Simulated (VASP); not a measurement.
Level of theory: PBE GGA, VASP's PBE PAW potentials (set 64) (plane waves; VASP).

VASP input:

INCAR:
```
# general
SYSTEM=Mg
PREC  =Accurate
ENCUT =400   # plane-wave cut-off (eV)
LREAL =F   # projection in real space or not
LASPH =T
ISYM  =-1

# electronic loop
EDIFF =1E-6
NELM  =100   # most electronic steps
ALGO  =Normal   # blocked Davidson

# smearing
ISMEAR=1   # Methfessel-Paxton
SIGMA =0.1   # width (eV)

# functional
GGA   =PE

# ions
ISIF  =2

# output
LWAVE =F
LCHARG=F
```

**POSCAR**
```
Mg
5.1992980
  0.3059368784  -0.5424861202   0.0000000000
  0.3059368784   0.5424861202   0.0000000000
  0.0000000000   0.0000000000   1.0000000000
Mg
2
direct
  0.3333330000   0.6666670000   0.2500000000
  0.6813880000   0.3480540000   0.7500000000
```

**KPOINTS**
```
K-points
0
G
12 12 7
```

POTCAR, in this order: Mg (PBE.64 set). Program: vasp_std.

The run wrote:

**OUTCAR**
```
 ion  position               nearest neighbor table
   1  0.333  0.667  0.250-   2 3.17   2 3.17   2 3.21   2 3.21   2 3.21   2 3.21
   2  0.681  0.348  0.750-   1 3.17   1 3.17   1 3.21   1 3.21   1 3.21   1 3.21
 Subroutine IBZKPT returns following result:
 Found   1008 irreducible k-points:

 Following reciprocal coordinates:
            Coordinates               Weight
  0.000000  0.000000  0.000000      1.000000
  0.083333 -0.000000  0.000000      1.000000
  0.166667 -0.000000  0.000000      1.000000
  0.250000 -0.000000  0.000000      1.000000
  0.333333 -0.000000  0.000000      1.000000
  0.416667 -0.000000  0.000000      1.000000
  0.500000 -0.000000  0.000000      1.000000
 -0.416667  0.000000  0.000000      1.000000
 -0.333333  0.000000  0.000000      1.000000
 -0.250000  0.000000  0.000000      1.000000
 -0.166667  0.000000  0.000000      1.000000
 -0.083333  0.000000  0.000000      1.000000
 -0.000000  0.083333  0.000000      1.000000
  0.083333  0.083333  0.000000      1.000000
  0.166667  0.083333  0.000000      1.000000
  0.250000  0.083333  0.000000      1.000000
  0.333333  0.083333  0.000000      1.000000
...
```

**OSZICAR**
```
       N       E                     dE             d eps       ncg     rms          rms(c)
DAV:   1    -0.546194641062E+00   -0.54619E+00   -0.11318E+03 12114   0.383E+02
DAV:   2    -0.300359602480E+01   -0.24574E+01   -0.23290E+01 16128   0.253E+01
DAV:   3    -0.302209062019E+01   -0.18495E-01   -0.18057E-01 16482   0.288E+00
DAV:   4    -0.302215088106E+01   -0.60261E-04   -0.60256E-04 16896   0.137E-01
DAV:   5    -0.302215115986E+01   -0.27881E-06   -0.27888E-06 16416   0.667E-03    0.966E-01
DAV:   6    -0.301624034547E+01    0.59108E-02   -0.64711E-04 14268   0.280E-01    0.619E-01
DAV:   7    -0.300874478144E+01    0.74956E-02   -0.25563E-03 12792   0.488E-01    0.347E-02
DAV:   8    -0.300875867278E+01   -0.13891E-04   -0.14321E-05 19380   0.318E-02    0.778E-03
DAV:   9    -0.300875712125E+01    0.15515E-05   -0.13069E-06 13206   0.794E-03    0.639E-04
DAV:  10    -0.300875686148E+01    0.25977E-06   -0.62884E-09  7794   0.689E-04
   1 F= -.30087569E+01 E0= -.30084354E+01  d E =-.964288E-03
```

OUTCAR:
```
------------------------ aborting loop because EDIFF is reached ----------------------------------------
  FORCE on cell =-STRESS in cart. coord.  units (eV):
  Direction    XX          YY          ZZ          XY          YZ          ZX
  --------------------------------------------------------------------------------------
  Total       -0.0561569     -0.2695294     -0.2947124     -0.0377986     -0.0000000      0.0000000
  in kB       -1.9285434     -9.2561881    -10.1210237     -1.2980822     -0.0000003      0.0000003
  external PRESSURE =      -7.1019184 kB  Pullay stress =       0.0000000 kB
  volume of cell :       46.65
      direct lattice vectors                 reciprocal lattice vectors
     1.590657000 -2.820547000  0.000000000     0.314335523 -0.177270579  0.000000000
     1.590657000  2.820547000  0.000000000     0.314335523  0.177270579  0.000000000
     0.000000000  0.000000000  5.199298000     0.000000000  0.000000000  0.192333657
 POSITION                                       TOTAL-FORCE (eV/Angst)
 -----------------------------------------------------------------------------------
      1.59066      0.94018      1.29982         0.032294     -0.018370     -0.000000
      1.63749     -0.94018      3.89947        -0.032294      0.018370      0.000000
 -----------------------------------------------------------------------------------
    total drift:                               -0.000000     -0.000000     -0.000000
  FREE ENERGIE OF THE ION-ELECTRON SYSTEM (eV)
  ---------------------------------------------------
  free  energy   TOTEN  =        -3.0087568615 eV

  energy  without entropy=       -3.0077925737  energy(sigma->0) =       -3.00843543
```
(Selected blocks of OUTCAR.)

The compound is Mg in the hcp structure. The cell was not relaxed at this level, atoms are displaced from their ideal sites. The run is one of a series of settings (ISYM = -1 against the base run), some of them coarse on purpose.
